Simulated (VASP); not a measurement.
Consider the following.

```xyz
3
Lattice="2.1346 -3.6973 0.0000 2.1346 3.6973 0.0000 0.0000 0.0000 7.2327" Properties=species:S:1:pos:R:3 pbc="T T T"
Mg     0.0000     0.0000     0.0000
I      2.1346     1.2324     1.6949
I      2.1346    -1.2324     5.5378
```

Computed with r2SCAN meta-GGA, VASP's PBE PAW potentials (set 64) (plane waves; VASP 6.6.1). Run with 520 eV cut-off, 6×6×3 Γ-centred mesh, Gaussian smearing of 0.050 eV, potentials Mg I.

The ions and cell shape at fixed volume are relaxed. What does this cell relax into?

```xyz
3
Lattice="2.0987 -3.6350 0.0000 2.0987 3.6350 0.0000 0.0000 0.0000 7.4828" Properties=species:S:1:pos:R:3 pbc="T T T"
Mg     0.0000     0.0000     7.4828
I      2.0987     1.2117     1.6634
I      2.0987    -1.2117     5.8194
```
Space group P-3m1 (164), at a tolerance of 0.03 Å.

How much energy does the relaxation gain?

The energy (σ→0) changes by -9.4 meV/atom, in 7 ionic steps.

```json
[
 {"step": "1", "E(σ→0) (eV)": "-56.9035", "max force (eV/Å)": "0.281", "pressure (GPa)": "-1.55", "volume (Å³)": "114.17"},
 {"step": "2", "E(σ→0) (eV)": "-56.9108", "max force (eV/Å)": "0.226", "pressure (GPa)": "-1.38", "volume (Å³)": "114.17"},
 {"step": "3", "E(σ→0) (eV)": "-56.9241", "max force (eV/Å)": "0.051", "pressure (GPa)": "-0.83", "volume (Å³)": "114.17"},
 {"step": "4", "E(σ→0) (eV)": "-56.9092", "max force (eV/Å)": "0.332", "pressure (GPa)": "0.41", "volume (Å³)": "114.17"},
 {"step": "5", "E(σ→0) (eV)": "-56.9257", "max force (eV/Å)": "0.036", "pressure (GPa)": "-0.55", "volume (Å³)": "114.17"},
 {"step": "6", "E(σ→0) (eV)": "-56.9304", "max force (eV/Å)": "0.018", "pressure (GPa)": "-0.41", "volume (Å³)": "114.17"},
 {"step": "7", "E(σ→0) (eV)": "-56.9317", "max force (eV/Å)": "0.002", "pressure (GPa)": "-0.28", "volume (Å³)": "114.17"}
]
```

The compound is MgI2 in the 1T layered structure. This cell is one point of a volume scan, at 1.06 of the reference volume. Symmetry was kept, so distortions that lower it aren't found.
